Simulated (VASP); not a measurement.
Zn$_{2}$SeS (space group R3m): the band gap from VASP (plane waves, PAW) at several levels of theory. Gaps are without spin-orbit coupling. Each level names its cell: its own relaxed one, PBE's, or the starting one. A gap is the smallest over the k-mesh and a band path; hybrids may have named points in place of the path, and GW has the mesh alone. mBJ is a potential without an energy functional, so only the levels count.

```tsv
level	band gap (eV)
PBEsol (own cell)	1.42
mBJ (TB09) (PBE cell)	2.99
```

The cell of the PBEsol (own cell) run:

```cif
data_S3Se3Zn6
_chemical_formula_sum 'Zn6 Se3 S3'
_space_group_name_H-M_alt 'R3m :H'
_space_group_IT_number 160
_space_group_name_Hall 'R 3 -2"'
_cell_length_a 3.88757
_cell_length_b 3.88757
_cell_length_c 19.05436
_cell_angle_alpha 90.000
_cell_angle_beta 90.000
_cell_angle_gamma 120.000
loop_
_atom_site_label
_atom_site_type_symbol
_atom_site_symmetry_multiplicity
_atom_site_Wyckoff_symbol
_atom_site_fract_x
_atom_site_fract_y
_atom_site_fract_z
_atom_site_occupancy
Zn1 Zn 3 a 0.00000 0.00000 0.00383 1
Zn2 Zn 3 a 0.00000 0.00000 0.49629 1
Se1 Se 3 a 0.00000 0.00000 0.62440 1
S1 S 3 a 0.00000 0.00000 0.12545 1
```
(The calculation used a cell of 4 atoms; values per cell refer to that cell.)

Only levels that ran to the end are used. Left out are those held back, those with too coarse a band path, GW runs whose mesh misses a band edge, hybrids' fits of cells that aren't cubic and levels without matching references; a question may draw on a part of the rest.

The structure comes from a computed database's Zn2SeS entry (R3m); how it stands against other phases isn't given here.
